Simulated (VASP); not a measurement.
Input:

```
W
1.0
   -1.57857     1.57857     1.57857
    1.57857    -1.57857     1.57857
    1.57857     1.57857    -1.57857
W
1
Direct
  0.00000   0.00000   0.00000
```

Computed with PBEsol GGA with spin-orbit coupling, VASP's PBE PAW potentials (set 64) (plane waves; VASP). Numerical set-up: 400 eV cut-off, 15×15×15 Γ-centred mesh, Gaussian smearing of 0.050 eV, potentials W_sv.

Task: Give the energies of bands 9 to 20 at the high-symmetry points, in eV from the Fermi level.

Result: 
```tsv
band	Γ	H	N	P
9	-9.67	-5.90	-6.32	-3.32
10	-9.67	-5.90	-6.32	-3.32
11	-1.43	-5.90	-3.62	-2.77
12	-1.43	-5.90	-3.62	-2.77
13	-1.43	5.00	0.79	-2.77
14	-1.43	5.00	0.79	-2.77
15	-0.92	5.00	2.14	3.33
16	-0.92	5.00	2.14	3.33
17	2.31	5.72	3.16	3.33
18	2.31	5.72	3.16	3.33
19	2.31	6.94	6.26	6.67
20	2.31	6.94	6.26	6.67
```

It has no gap at this level: it comes out as a metal or semimetal.

The compound is W in the bcc structure. It was relaxed first.
